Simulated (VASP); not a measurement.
A run of VASP 6.6.1 is set up as follows.

INCAR

```
SYSTEM = CdAg
ALGO = Normal
DIPOL = 0.5 0.5 0.294
EDIFF = 1E-7
EFIELD = -0.1
ENCUT = 520
GGA = PE
IDIPOL = 3
ISIF = 2
ISMEAR = -1
LASPH = .TRUE.
LCHARG = .FALSE.
LDIPOL = .TRUE.
LREAL = .FALSE.
LVACPOTAV = .TRUE.
LVHAR = .TRUE.
LWAVE = .FALSE.
NELM = 80
PREC = Accurate
SIGMA = 0.05
```

File KPOINTS:

```
k-points
0
G
  7 7 1
  0 0 0
```

POSCAR

```
CdAg
1.0
    4.7568800000      0.0000000000      0.0000000000
   -2.3784400000      4.1195800000      0.0000000000
    0.0000000000      0.0000000000     23.8000000000
Cd Ag
1 1
Direct
    0.3333300000      0.6666700000      0.2941200000
    0.0000000000      0.0000000000      0.2941200000
```

Potentials or basis: VASP PAW PBE potentials, release 64 (Cd, Ag).

The run is started by

```bash
$ cat potpaw_PBE.64/Cd/POTCAR potpaw_PBE.64/Ag/POTCAR > POTCAR
$ mpirun -np 1 vasp_std > vasp.out
```

Predict the work function of the upper face.

4.62 eV.

Predict the work function of the lower face.

3.28 eV.

Estimate the largest force.

0.004 eV/Å.

Estimate the band gap on the k mesh.

none (metal or under the smearing width).

Forces in eV/Å, atoms in the order of the input:
```
Cd   0.000  0.000  0.004
Ag   0.000  0.000 -0.004
```
